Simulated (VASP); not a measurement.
Given:

```xyz
4
Lattice="4.0770 0.0000 0.0000 0.0000 4.0770 0.0000 0.0000 0.0000 5.1374" Properties=species:S:1:pos:R:3 pbc="T T T"
Al     2.0385     0.0000     1.2165
Al     0.0000     2.0385     3.9209
As     0.0000     0.0000     0.0000
As     2.0385     2.0385     0.0000
```

Level of theory: PBE GGA, VASP's PBE PAW potentials (set 64) (plane waves; VASP). Numerical set-up: 300 eV cut-off, 7×7×5 Γ-centred mesh, Fermi-Dirac smearing of 0.10 eV, potentials Al As.

Question: Predict the energy per atom (σ→0), pressure, band gap (on the k-mesh) with the smallest direct gap where there is one.

Answer: 
```yaml
band gap (on the k-mesh): none (metal, semimetal or under 0.01 eV)
energy per atom (σ→0): -3.445 eV/atom
pressure: 20.48 GPa
```

The structure was generated: AlAs was put into an ordered model structure, which need not be its known phase. The cell was not relaxed at this level.
